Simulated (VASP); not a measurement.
Wanted: the native input for a VASP 6.6.1 run.

* Task: relaxation of cell and atoms
* Functional: PBE
* Potentials or basis: VASP PAW PBE potentials, release 64 (In_d, Sb, O)
* Cutoff: 520 eV
* k mesh: 8 × 8 × 8
* Occupations: gaussian, width 0.1 eV
* Spin: no spin polarisation
* Further INCAR settings: ALGO = Normal; EDIFF = 1e-06; IBRION = 2; EDIFFG = -0.01; NSW = 90; ISIF = 3

The structure of In3SbO4 lies in POSCAR:

```
In3SbO4
1.0
   -2.6270000000      2.6270000000      5.3640000000
    2.6270000000     -2.6270000000      5.3640000000
    2.6270000000      2.6270000000     -5.3640000000
In Sb O
3 1 4
Direct
    0.2500000000      0.7500000000      0.5000000000
    0.7500000000      0.2500000000      0.5000000000
    0.5000000000      0.5000000000      0.0000000000
    0.0000000000      0.0000000000      0.0000000000
    0.1414051000      0.1414051000      0.5272173600
    0.6141877400      0.6141877400      0.4727826400
    0.3858122600      0.8585949000      0.0000000000
    0.8585949000      0.3858122600      0.0000000000
```

The cell was built by a generator and needn't be a form met in nature.

These files were run (other wordings do the same):

INCAR

```
PREC = Accurate ; ENCUT = 520
EDIFF = 1E-6 ; ISMEAR = 0
SIGMA = 0.1 ; LREAL = F
LASPH = T ; NELM = 120
ALGO = Normal ; ISIF = 3
LWAVE = F ; LCHARG = F
GGA = PE ; IBRION = 2
NSW = 90 ; EDIFFG = -0.01
KPAR = 4
```

KPOINTS

```
regular mesh
0
Gamma
  8 8 8
```

Potentials or basis: VASP PAW PBE potentials, release 64 (In_d, Sb, O).

Command:

```console
$ cat potpaw_PBE.64/In_d/POTCAR potpaw_PBE.64/Sb/POTCAR potpaw_PBE.64/O/POTCAR > POTCAR
$ mpirun -np 4 vasp_std > vasp.out
```

It gave:

```json
{
 "Relaxed volume": "18.09 Å³/atom",
 "Relaxed cell": "a = 7.175 Å, b = 7.175 Å, c = 7.175 Å, α = 141.06°, β = 141.06°, γ = 56.24°",
 "Space group after relaxing (to 0.05 Å)": "I-42m (No. 121)",
 "Energy gained by relaxing": "52.4 meV/atom",
 "Ionic steps": "50",
 "Pressure after relaxing": "0.0 GPa",
 "Largest force after relaxing": "0.009 eV/Å",
 "Band gap on the k mesh": "none (metal or under the smearing width)"
}
```

Run time: 35 min on 4 MPI ranks on Intel(R) Xeon(R) 6975P-C (Granite Rapids), with other jobs on the host, peak memory 0.59 GiB a rank.
